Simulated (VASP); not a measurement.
An input for Ansatz (written as the equivalent of a VASP run, and not itself run):

Ansatz 0.2 input:
```yaml
crystal:
  lattice:
    - [0.0000000, 3.1600000, 3.1600000]
    - [3.1600000, 0.0000000, 3.1600000]
    - [3.1600000, 3.1600000, 0.0000000]
  atoms:
    - { symbol: Sn, position: [0.0000000, 0.0000000, 0.0000000] }
    - { symbol: Te, position: [0.5000000, 0.5000000, 0.5000000] }
kpoints:
  mp_grid: { grid: [7, 7, 7] }
hamiltonian:
  xc: pbe
  pseudopotentials: { kind: paw }
scf:
  occupations: { method: gaussian, width: 0.05 }
  max_iter: 100
relax:
  max_steps: 60
  f_tol: 0.01
  cell: {}
output: { forces: true, stress: true, eigenvalues: true }
```

Question: Translate this input to VASP (INCAR, KPOINTS, POSCAR, choice of POTCAR).

Answer: Several could match; the one computed here: 
File POSCAR:
```
SnTe
1
    0.0000000000     3.1600000000     3.1600000000
    3.1600000000     0.0000000000     3.1600000000
    3.1600000000     3.1600000000     0.0000000000
Sn Te
1 1
Direct
  0.0000000000   0.0000000000   0.0000000000
  0.5000000000   0.5000000000   0.5000000000
```

INCAR:
```
ALGO = Normal
EDIFF = 1E-6
EDIFFG = -0.01
ENCUT = 400
GGA = PE
IBRION = 2
ISIF = 3
ISMEAR = 0
LASPH = .True.
LCHARG = .False.
LMAXMIX = 4
LREAL = .False.
LWAVE = .False.
NELM = 100
NSW = 60
PREC = Accurate
SIGMA = 0.05
SYSTEM = SnTe
```

### KPOINTS
```
Automatic mesh
0
Gamma
7 7 7
0 0 0
```

POTCAR, in this order: Sn_d Te (PBE.64 set). Program: vasp_std.

Limits of the translation: each code has its own PAW files, so the cut-off isn't converted (ENCUT is set for VASP's; basis.ecutwfc is left out, and Ansatz then takes the one that its files recommend); Ansatz stops its SCF on the density residual and VASP on the energy change (EDIFF).

The compound is SnTe in the rock salt structure, which distorts at low temperature. This run relaxes it. Symmetry was kept, so distortions that lower it aren't found.
